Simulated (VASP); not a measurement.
VASP ran on this input.

### POSCAR
```
MoS2
1
    3.1422691914    -0.0000000000     0.0000000000
   -1.5711345957     2.7212846740    -0.0000000000
   -0.0000000000    -0.0000000000    12.5317180254
Mo S
2 4
Direct
  0.6666670000   0.3333330000   0.7500000000
  0.3333330000   0.6666670000   0.2500000000
  0.6666670000   0.3333330000   0.3743448088
  0.3333330000   0.6666670000   0.8743448088
  0.3333330000   0.6666670000   0.6256551912
  0.6666670000   0.3333330000   0.1256551912
```

### KPOINTS
```
Regular mesh
0
gamma
7 7 2
```

**INCAR**
```
ALGO  =  Normal
EDIFF  =  1E-6
EDIFFG  =  -0.02
ENCUT  =  480
GGA  =  PS
IBRION  =  2
ISIF  =  3
ISMEAR  =  0
LASPH  =  .True.
LCHARG  =  .False.
LMAXMIX  =  4
LREAL  =  .False.
LWAVE  =  .False.
NELM  =  100
NSW  =  60
PREC  =  Accurate
SIGMA  =  0.05
SYSTEM  =  MoS2
```

POTCAR, in this order: Mo_sv S (PBE.64 set). Program: vasp_std.

Question: Write an equivalent input for Ansatz.

Answer: One equivalent input (not run):
Ansatz 0.2 input:
```yaml
crystal:
  lattice:
    - [3.1422692, 0.0000000, 0.0000000]
    - [-1.5711346, 2.7212847, 0.0000000]
    - [0.0000000, 0.0000000, 12.5317180]
  atoms:
    - { symbol: Mo, position: [0.6666670, 0.3333330, 0.7500000] }
    - { symbol: Mo, position: [0.3333330, 0.6666670, 0.2500000] }
    - { symbol: S, position: [0.6666670, 0.3333330, 0.3743448] }
    - { symbol: S, position: [0.3333330, 0.6666670, 0.8743448] }
    - { symbol: S, position: [0.3333330, 0.6666670, 0.6256552] }
    - { symbol: S, position: [0.6666670, 0.3333330, 0.1256552] }
kpoints:
  mp_grid: { grid: [7, 7, 2] }
hamiltonian:
  xc: pbesol
  pseudopotentials: { kind: paw }
scf:
  occupations: { method: gaussian, width: 0.05 }
  max_iter: 100
relax:
  max_steps: 60
  f_tol: 0.02
  cell: {}
output: { forces: true, stress: true, eigenvalues: true }
```
The two are equivalent in intent, not identical: each code has its own PAW files, so the cut-off isn't converted (ENCUT is set for VASP's; basis.ecutwfc is left out, and Ansatz then takes the one that its files recommend); Ansatz stops its SCF on the density residual and VASP on the energy change (EDIFF).

The compound is MoS2 in the 2H layered structure. It was relaxed first. The start is the result of an earlier pass.
